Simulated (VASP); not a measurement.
Computed with LDA (Ceperley-Alder, Perdew-Zunger), VASP's LDA PAW potentials (set 64) (plane waves; VASP). Each cell was relaxed at this level, without spin-orbit coupling.

### Question
Which of these comes out without a gap?
A. BN, P6_3/mmc (194)
B. Au, Fm-3m (225)
C. LiBr, Fm-3m (225)
D. AlP, F-43m (216)

### Answer
B, Au, Fm-3m (225). The others have gaps of 5.17 eV (LiBr, Fm-3m (225)), 4.00 eV (BN, P6_3/mmc (194)), 1.42 eV (AlP, F-43m (216)).
